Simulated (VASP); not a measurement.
Output of a VASP run:

OSZICAR:
```
...
DAV:   1     0.508391012135E+02    0.50839E+02   -0.76661E+03  1250   0.155E+03
DAV:   2    -0.550288037132E+02   -0.10587E+03   -0.10394E+03  1268   0.334E+02
DAV:   3    -0.596276639063E+02   -0.45989E+01   -0.45743E+01  1488   0.808E+01
DAV:   4    -0.597405120498E+02   -0.11285E+00   -0.11273E+00  1502   0.141E+01
DAV:   5    -0.597456301648E+02   -0.51181E-02   -0.51178E-02  1638   0.261E+00    0.105E+00
DAV:   6    -0.561435565819E+02    0.36021E+01   -0.15523E+00  1415   0.299E+01    0.712E-01
DAV:   7    -0.562632876396E+02   -0.11973E+00   -0.81487E-02  1373   0.543E+00    0.357E-01
DAV:   8    -0.562449974238E+02    0.18290E-01   -0.83137E-02  1232   0.272E+00    0.104E-01
DAV:   9    -0.562775810548E+02   -0.32584E-01   -0.24009E-02  1280   0.220E+00    0.123E-01
DAV:  10    -0.562783057580E+02   -0.72470E-03   -0.70914E-04  1460   0.319E-01    0.114E-01
DAV:  11    -0.562807590578E+02   -0.24533E-02   -0.56115E-03  1274   0.111E+00    0.126E-02
DAV:  12    -0.562807019811E+02    0.57077E-04   -0.45730E-04  1265   0.329E-01    0.274E-02
DAV:  13    -0.562807250707E+02   -0.23090E-04   -0.10953E-04  1454   0.199E-01    0.116E-02
DAV:  14    -0.562809018013E+02   -0.17673E-03   -0.11406E-04  1265   0.132E-01    0.486E-03
DAV:  15    -0.562809109186E+02   -0.91173E-05   -0.17363E-05  1367   0.416E-02    0.403E-03
DAV:  16    -0.562809108546E+02    0.63951E-07   -0.49560E-07   873   0.653E-03
   1 F= -.56280911E+02 E0= -.56280901E+02  d E =-.562809E+02
       N       E                     dE             d eps       ncg     rms          rms(c)
DAV:   1    -0.564436464740E+02   -0.16274E+00   -0.52020E+00  1475   0.536E+01    0.210E+00
DAV:   2    -0.562955578325E+02    0.14809E+00   -0.28230E-01  1445   0.115E+01    0.787E-01
DAV:   3    -0.562794227908E+02    0.16135E-01   -0.94741E-02  1692   0.633E+00    0.620E-02
DAV:   4    -0.562828019077E+02   -0.33791E-02   -0.15304E-03  1253   0.518E-01    0.511E-02
DAV:   5    -0.562815399344E+02    0.12620E-02   -0.11170E-03  1244   0.428E-01    0.223E-02
DAV:   6    -0.562828268017E+02   -0.12869E-02   -0.11015E-03  1271   0.377E-01    0.133E-02
DAV:   7    -0.562830609775E+02   -0.23418E-03   -0.40324E-05  1330   0.784E-02    0.942E-03
DAV:   8    -0.562830910678E+02   -0.30090E-04   -0.73410E-05  1271   0.131E-01    0.249E-03
DAV:   9    -0.562831229836E+02   -0.31916E-04   -0.27004E-05  1250   0.796E-02    0.117E-03
DAV:  10    -0.562831226625E+02    0.32114E-06   -0.12537E-07   841   0.505E-03
   2 F= -.56283123E+02 E0= -.56283139E+02  d E =-.221181E-02
       N       E                     dE             d eps       ncg     rms          rms(c)
DAV:   1    -0.562952839751E+02   -0.12161E-01   -0.36674E-01  1475   0.136E+01    0.573E-01
DAV:   2    -0.562842793139E+02    0.11005E-01   -0.20750E-02  1442   0.321E+00    0.211E-01
DAV:   3    -0.562831767792E+02    0.11025E-02   -0.64437E-03  1635   0.167E+00    0.154E-02
DAV:   4    -0.562834380500E+02   -0.26127E-03   -0.12454E-04  1247   0.148E-01    0.124E-02
DAV:   5    -0.562833653738E+02    0.72676E-04   -0.75432E-05  1235   0.104E-01    0.594E-03
DAV:   6    -0.562834402801E+02   -0.74906E-04   -0.68586E-05  1277   0.851E-02    0.375E-03
DAV:   7    -0.562834545579E+02   -0.14278E-04   -0.20164E-06  1337   0.157E-02    0.294E-03
DAV:   8    -0.562834621580E+02   -0.76001E-05   -0.62953E-06  1259   0.375E-02    0.701E-04
DAV:   9    -0.562834624876E+02   -0.32956E-06   -0.14879E-06  1241   0.174E-02
   3 F= -.56283462E+02 E0= -.56283479E+02  d E =-.255163E-02
```

OUTCAR:
```
------------------------ aborting loop because EDIFF is reached ----------------------------------------
  FORCE on cell =-STRESS in cart. coord.  units (eV):
  Direction    XX          YY          ZZ          XY          YZ          ZX
  --------------------------------------------------------------------------------------
  Total        0.0016877      0.0016877      0.0016877     -0.0000000     -0.0000000      0.0000000
  in kB        0.0871281      0.0871281      0.0871281     -0.0000000     -0.0000000      0.0000000
  external PRESSURE =       0.0871281 kB  Pullay stress =       0.0000000 kB
  volume of cell :       31.03
      direct lattice vectors                 reciprocal lattice vectors
     0.000000000  2.494227206  2.494227206    -0.200462892  0.200462892  0.200462892
     2.494227206 -0.000000000  2.494227206     0.200462892 -0.200462892  0.200462892
     2.494227206  2.494227206 -0.000000000     0.200462892  0.200462892 -0.200462892
 POSITION                                       TOTAL-FORCE (eV/Angst)
 -----------------------------------------------------------------------------------
      0.00000      0.00000     -0.00000         0.000000     -0.000000      0.000000
 -----------------------------------------------------------------------------------
    total drift:                               -0.000000     -0.000000     -0.000000
  FREE ENERGIE OF THE ION-ELECTRON SYSTEM (eV)
  ---------------------------------------------------
  free  energy   TOTEN  =       -56.2834624876 eV

  energy  without entropy=      -56.2835119949  energy(sigma->0) =      -56.28347899

 reached required accuracy - stopping structural energy minimisation
```
(Selected blocks of OUTCAR.)

POSCAR:
```
Pb
1
    0.0000000000     2.4750000000     2.4750000000
    2.4750000000     0.0000000000     2.4750000000
    2.4750000000     2.4750000000     0.0000000000
Pb
1
Direct
  0.0000000000   0.0000000000   0.0000000000
```

Task: Write an INCAR and KPOINTS that could have produced this output.

Result: One answer among several that fit: the input of the run itself, r2SCAN meta-GGA, plane waves, VASP's PBE PAW potentials (set 64).

**INCAR**
```
SYSTEM = Pb
PREC = Accurate
ENCUT = 520
EDIFF = 1E-6
NELM = 100
ALGO = Normal
LREAL = .FALSE.
LASPH = .TRUE.
ISMEAR = 1
SIGMA = 0.1
METAGGA = R2SCAN
LMIXTAU = .TRUE.
LMAXMIX = 4
LWAVE = .FALSE.
LCHARG = .FALSE.
IBRION = 2
ISIF = 3
NSW = 60
EDIFFG = -0.01
```

KPOINTS:
```
Automatic mesh
0
Gamma
11 11 11
0 0 0
```

POTCAR, in this order: Pb_d (PBE.64 set). Program: vasp_std.

Energy and stress use the plane-wave basis of the starting cell.

The compound is Pb in the fcc structure. This run relaxes it. Symmetry was kept, so distortions that lower it aren't found.
